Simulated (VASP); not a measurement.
Level of theory: PBE GGA, VASP's PBE PAW potentials (set 64) (plane waves; VASP 6.6.1).

VASP ran on this input.

**INCAR**
```
SYSTEM=SrO
PREC=Accurate; ENCUT=600; LREAL=.FALSE.
LASPH=.TRUE.
EDIFF=1E-7; NELM=100; ALGO=Normal
LMAXMIX=4
ISMEAR=0; SIGMA=0.05
GGA=PE
ISIF=2
LWAVE=.FALSE.; LCHARG=.FALSE.
```

KPOINTS:
```
Automatic mesh
0
Gamma
8 8 8
0 0 0
```

### POSCAR
```
SrO
3.5699320
  0.0000000000   0.7071068694   0.7071068694
  0.7071068694   0.0000000000   0.7071068694
  0.7071068694   0.7071068694   0.0000000000
Sr O
1 1
Cart
  0.0000000000   0.0000000000   0.0000000000
  0.7071068694   0.7071068694   0.7071068694
```

POTCAR, in this order: Sr_sv O (PBE.64 set). Program: vasp_std.

Output of the run:

**OSZICAR**
```
       N       E                     dE             d eps       ncg     rms          rms(c)
DAV:   1     0.851939454231E+02    0.85194E+02   -0.95975E+03   696   0.147E+03
DAV:   2    -0.102685832983E+02   -0.95463E+02   -0.87327E+02   944   0.271E+02
DAV:   3    -0.140809567169E+02   -0.38124E+01   -0.37860E+01   916   0.524E+01
DAV:   4    -0.141893549587E+02   -0.10840E+00   -0.10837E+00   952   0.783E+00
DAV:   5    -0.141909649236E+02   -0.16100E-02   -0.16099E-02   920   0.766E-01    0.188E+01
DAV:   6    -0.120714941460E+02    0.21195E+01   -0.10260E+01   776   0.250E+01    0.222E+01
DAV:   7    -0.119773858892E+02    0.94108E-01   -0.52513E-01   888   0.668E+00    0.128E+01
DAV:   8    -0.119692626141E+02    0.81233E-02   -0.12998E-01   732   0.404E+00    0.909E-01
DAV:   9    -0.119696693359E+02   -0.40672E-03   -0.13945E-02   948   0.101E+00    0.204E-01
DAV:  10    -0.119702975662E+02   -0.62823E-03   -0.12137E-03   736   0.359E-01    0.516E-02
DAV:  11    -0.119703903598E+02   -0.92794E-04   -0.16701E-04   840   0.116E-01    0.430E-02
DAV:  12    -0.119704021839E+02   -0.11824E-04   -0.24430E-05   760   0.503E-02    0.200E-02
DAV:  13    -0.119704014274E+02    0.75641E-06   -0.35149E-06   852   0.213E-02    0.230E-03
DAV:  14    -0.119704012991E+02    0.12836E-06   -0.31070E-07   832   0.542E-03    0.180E-03
DAV:  15    -0.119704012285E+02    0.70604E-07   -0.30045E-08   500   0.164E-03
   1 F= -.11970401E+02 E0= -.11970401E+02  d E =-.101182E-18
```

File OUTCAR:
```
------------------------ aborting loop because EDIFF is reached ----------------------------------------
  FORCE on cell =-STRESS in cart. coord.  units (eV):
  Direction    XX          YY          ZZ          XY          YZ          ZX
  --------------------------------------------------------------------------------------
  Total        1.8950085      1.8950085      1.8950085      0.0000000      0.0000000      0.0000000
  in kB       94.3749509     94.3749509     94.3749509      0.0000000      0.0000000      0.0000000
  external PRESSURE =      94.3749509 kB  Pullay stress =       0.0000000 kB
  volume of cell :       32.17
      direct lattice vectors                 reciprocal lattice vectors
     0.000000000  2.524323441  2.524323441    -0.198072874  0.198072874  0.198072874
     2.524323441  0.000000000  2.524323441     0.198072874 -0.198072874  0.198072874
     2.524323441  2.524323441  0.000000000     0.198072874  0.198072874 -0.198072874
  FREE ENERGIE OF THE ION-ELECTRON SYSTEM (eV)
  ---------------------------------------------------
  free  energy   TOTEN  =       -11.9704012285 eV

  energy  without entropy=      -11.9704012285  energy(sigma->0) =      -11.97040123
```
(Selected blocks of OUTCAR.)

The compound is SrO in the rock salt structure. This cell was strained or had an atom moved on purpose.
